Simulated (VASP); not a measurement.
# PbO2: phonons from a supercell

How does the lattice of PbO2 vibrate? The start is a computed cell from the Materials Project.

Method: PBE; plane waves and PAW (Pb, O), in VASP 6.6.1.

Report form: the programs' logs are mostly left out.

### 1. Starting point

It takes space group P4_2/mnm (No. 136, tetragonal). The conventional cell has a = 4.995 Å, b = 4.995 Å, c = 3.409 Å, α = 90.00°, β = 90.00°, γ = 90.00°. Nearest to Pb lie 6 O at 2.17 to 2.18 Å. Nearest to O lie 3 Pb at 2.17 to 2.18 Å. Farther neighbours and most contacts between anions are not listed.

As a file:

```xyz
6
Lattice="4.9950 0.0000 0.0000 0.0000 4.9950 0.0000 0.0000 0.0000 3.4090" Properties=species:S:1:pos:R:3 pbc="T T T"
Pb    2.4975    2.4975    1.7045
Pb    0.0000    0.0000    0.0000
O     3.4594    3.4594    0.0000
O     4.0331    0.9619    1.7045
O     0.9619    4.0331    1.7045
O     1.5356    1.5356    0.0000
```

### 2. Relax the host

First cell and atoms are relaxed at a raised cutoff, so that later runs start from this functional's own cell.

INCAR

```
SYSTEM = PbO2
PREC = Accurate
ENCUT = 520
EDIFF = 1E-06
NELM = 120
ISMEAR = 0
SIGMA = 0.05
LREAL = .FALSE.
ALGO = Normal
GGA = PE
NBANDS = 22
LORBIT = 11
LWAVE = .FALSE.
LCHARG = .FALSE.
KPAR = 4
LASPH = .TRUE.
IBRION = 2
NSW = 40
ISIF = 3
EDIFFG = -0.02
POTIM = 0.4
```

POSCAR

```
PbO2
1.0
    4.9949598700      0.0000000000      0.0000000000
    0.0000000000      4.9949598700      0.0000000000
    0.0000000000      0.0000000000      3.4090009600
Pb O
2 4
Direct
    0.5000000000      0.5000000000      0.5000000000
    0.0000000000      0.0000000000      0.0000000000
    0.6925710400      0.6925710400      0.0000000000
    0.8074289600      0.1925710400      0.5000000000
    0.1925710400      0.8074289600      0.5000000000
    0.3074289600      0.3074289600      0.0000000000
```

KPOINTS

```
Automatic mesh
0
Gamma
4 4 6
0 0 0
```

The projector-augmented-wave data sets are Pb and O (PBE family, release 64).

Launch:

```console
$ mpirun -np 4 vasp_std
```

Run time: 52 s. Hardware: 4 MPI ranks of Intel Xeon Platinum 8559C (Emerald Rapids), shared host; peak memory 0.9 GiB; 3.4 min of CPU time.

The gap is read on the k-mesh alone, so it is an upper bound where the band edges lie off the mesh. The data set Pb keeps the semicore shell frozen, which is cheaper and a little less accurate. The run keeps the 16 symmetry operations of its start, so it cannot find a distortion of lower symmetry.

Relaxation path:

| step | energy less that of the first step (eV) | largest force (eV/Å) | pressure (GPa) | volume (Å³) |
| --- | --- | --- | --- | --- |
| 1 | 0.0000 | 0.0647 | 7.51 | 85.05 |
| 2 | -0.0616 | 0.1622 | -3.60 | 91.77 |
| 3 | -0.0928 | 0.0892 | 0.08 | 89.18 |
| 4 | -0.0951 | 0.0325 | 0.05 | 89.31 |
| 5 | -0.0960 | 0.0404 | 0.03 | 89.48 |
| 6 | -0.0960 | 0.0309 | 0.03 | 89.46 |
| 7 | -0.0962 | 0.0157 | -0.01 | 89.50 |

| conventional cell, symmetrised | before | after | change |
| --- | --- | --- | --- |
| a (Å) | 4.995 | 5.092 | +1.9 % |
| b (Å) | 4.995 | 5.092 | +1.9 % |
| c (Å) | 3.409 | 3.451 | +1.2 % |
| volume (Å³/atom) | 14.18 | 14.92 | +5.2 % |

Final coordinates:

```
Pb O
1.0
     5.09227    0.00000    0.00000
     0.00000    5.09227    0.00000
     0.00000    0.00000    3.45135
Pb O
2 4
Direct
  0.50000 0.50000 0.50000
  0.00000 0.00000 0.00000
  0.69200 0.69200 0.00000
  0.80800 0.19200 0.50000
  0.19200 0.80800 0.50000
  0.30800 0.30800 0.00000
```

A gap read on the k-mesh alone can miss the band edges.

Numbers from this step:

- electronic cycles: 51
- electrons: 32
- free energy (TOTEN): -32.14 eV
- Fermi energy: 2.211 eV
- pressure: -0.009561 GPa
- labelled metallic, from the levels on this mesh: no
- gap on the k-mesh: 0.1577 eV
- least direct gap on the k-mesh: 0.4462 eV

The run ended after 7 ionic steps, 0.096 eV below its first step, once forces and stress met EDIFFG = -0.02.

### 3. Relax the host again, on a new basis

The volume changed by more than 5 %, so the plane waves of the start no longer fit; a second relaxation removes that error.

INCAR, as its differences from that of step 2:

```diff
@@ -17,3 +17,3 @@
 IBRION = 2
-NSW = 40
+NSW = 30
 ISIF = 3
```

POSCAR

```
PbO2
1.0
    5.0922722700      0.0000000000      0.0000000000
    0.0000000000      5.0922722700      0.0000000000
    0.0000000000      0.0000000000      3.4513521103
Pb O
2 4
Direct
    0.5000000000      0.5000000000      0.5000000000
    0.0000000000      0.0000000000      0.0000000000
    0.6920041650      0.6920041650      0.0000000000
    0.8079958350      0.1920041650      0.5000000000
    0.1920041650      0.8079958350      0.5000000000
    0.3079958350      0.3079958350      0.0000000000
```

KPOINTS is that of step 2.

Launch:

```console
$ mpirun -np 4 vasp_std
```

Wall time 14 s (4 MPI ranks); peak memory 0.87 GiB.

Little changed from the start: no atom moved by 0.005 Å and no cell edge by 0.1 %.

Numbers from this step:

- electronic cycles: 13
- pressure: 0.04625 GPa
- gap on the k-mesh: 0.1576 eV

The start already met the threshold, so nothing moved.

### 4. Tight relaxation

Force constants are second derivatives, so residual forces and stress must first be far smaller than in an ordinary relaxation. Smearing, mesh and cutoff differ from the relaxation before, which can move the cell too.

INCAR

```
SYSTEM = PbO2
PREC = Accurate
ENCUT = 480
EDIFF = 1E-08
NELM = 120
ISMEAR = 1
SIGMA = 0.2
LREAL = .FALSE.
ALGO = Fast
GGA = PE
NBANDS = 22
LORBIT = 11
LWAVE = .FALSE.
LCHARG = .FALSE.
KPAR = 4
LASPH = .TRUE.
IBRION = 1
NSW = 30
ISIF = 3
EDIFFG = -0.002
POTIM = 0.4
```

POSCAR is that of step 3.

KPOINTS

```
Automatic mesh
0
Gamma
7 7 10
0 0 0
```

Launch:

```console
$ mpirun -np 4 vasp_std
```

Run time: 70 s. Hardware: 4 MPI ranks; peak memory 1 GiB; 4.6 min of CPU time.

Little changed from the start: no atom moved by 0.005 Å and no cell edge by 0.1 %.

This step gave:

```
electronic cycles       : 45
energy at zero smearing : -32.14 eV
Fermi energy            : 2.174 eV
pressure                : 0.004506 GPa
```

The run ended after 5 ionic steps, 0.000 eV below its first step, once forces and stress met EDIFFG = -0.002.

A spacing of under 0.3 eV between levels on this mesh is not given as a gap, since the run was smeared as a metal.

### 5. Force constants in the supercell

System of this step: PbO2. The cell holds 48 atoms: 16 Pb and 32 O. Cell: a = 7.984 Å, b = 15.968 Å, c = 7.984 Å, α = 100.8°, β = 100.8°, γ = 128.8°. It derives from PbO2.

Each independent atom is moved by 0.015 Å both ways; the forces give the force constants out to half the supercell.

INCAR

```
SYSTEM = PbO2
PREC = Accurate
ENCUT = 480
EDIFF = 1E-07
NELM = 120
ISMEAR = 1
SIGMA = 0.2
LREAL = Auto
ALGO = Fast
GGA = PE
NBANDS = 164
LWAVE = .FALSE.
LCHARG = .FALSE.
KPAR = 4
LASPH = .TRUE.
IBRION = 6
NSW = 1
NFREE = 2
POTIM = 0.015
ISIF = 0
ADDGRID = .TRUE.
```

POSCAR

```
PbO2
1.0
   -5.0916953901      5.0916953901      3.4488375214
   10.1833907802    -10.1833907802      6.8976750428
    5.0916953901      5.0916953901     -3.4488375214
Pb O
16 32
Direct
    0.5000000000      0.2500000000      0.5000000000
    0.0000000000      0.5000000000      0.5000000000
    0.0000000000      0.2500000000      0.0000000000
    0.5000000000      0.7500000000      0.5000000000
    0.0000000000      0.0000000000      0.5000000000
    0.5000000000      0.5000000000      0.0000000000
    0.0000000000      0.7500000000      0.0000000000
    0.5000000000      0.0000000000      0.0000000000
    0.0000000000      0.0000000000      0.0000000000
    0.5000000000      0.2500000000      0.0000000000
    0.5000000000      0.0000000000      0.5000000000
    0.0000000000      0.5000000000      0.0000000000
    0.5000000000      0.7500000000      0.0000000000
    0.0000000000      0.2500000000      0.5000000000
    0.5000000000      0.5000000000      0.5000000000
    0.0000000000      0.7500000000      0.5000000000
    0.3461238235      0.1730619117      0.6922476470
    0.8461238235      0.4230619117      0.6922476470
    0.8461238235      0.1730619117      0.1922476470
    0.3461238235      0.6730619118      0.6922476470
    0.8461238235      0.9230619118      0.6922476470
    0.3461238235      0.4230619117      0.1922476470
    0.8461238235      0.6730619118      0.1922476470
    0.3461238235      0.9230619117      0.1922476470
    0.3461238235      0.3269380883      0.5000000000
    0.8461238235      0.5769380882      0.5000000000
    0.8461238235      0.3269380883      0.0000000000
    0.3461238235      0.8269380882      0.5000000000
    0.8461238235      0.0769380882      0.5000000000
    0.3461238235      0.5769380882      0.0000000000
    0.8461238235      0.8269380882      0.0000000000
    0.3461238235      0.0769380882      0.0000000000
    0.6538761765      0.1730619117      0.5000000000
    0.1538761765      0.4230619117      0.5000000000
    0.1538761765      0.1730619117      0.0000000000
    0.6538761765      0.6730619118      0.5000000000
    0.1538761765      0.9230619118      0.5000000000
    0.6538761765      0.4230619117      0.0000000000
    0.1538761765      0.6730619118      0.0000000000
    0.6538761765      0.9230619118      0.0000000000
    0.1538761765      0.0769380882      0.3077523530
    0.6538761765      0.3269380883      0.3077523530
    0.6538761765      0.0769380882      0.8077523530
    0.1538761765      0.5769380882      0.3077523530
    0.6538761765      0.8269380882      0.3077523530
    0.1538761765      0.3269380883      0.8077523530
    0.6538761765      0.5769380883      0.8077523530
    0.1538761765      0.8269380882      0.8077523530
```

KPOINTS

```
Automatic mesh
0
Gamma
6 6 6
0 0 0
```

Launch:

```console
$ mpirun -np 4 vasp_std
```

Run time: 2.6 h. Hardware: 4 MPI ranks.

The run was stopped at its time limit, so it gives no result of its own.

### 6. What came out

| Property | Result |
| --- | --- |
| result | none |

What this shows: The session ends without its result: «force constants in the supercell» met its time limit.

[Lines on the potential files, build, host, timing and source positions are cut from VASP's logs without a mark.]

[Logs are printed without paths, hosts, clocks, repeated set-up lines and the standing remarks that a program may print on its own settings, such as how far it seeks lower states.]

[Hosts, paths, dates, database ids (printed as entryN), source tags and the programs' standing remarks are cut or masked in the printed files.]

[Runs that stopped without an error message from VASP are left out.]
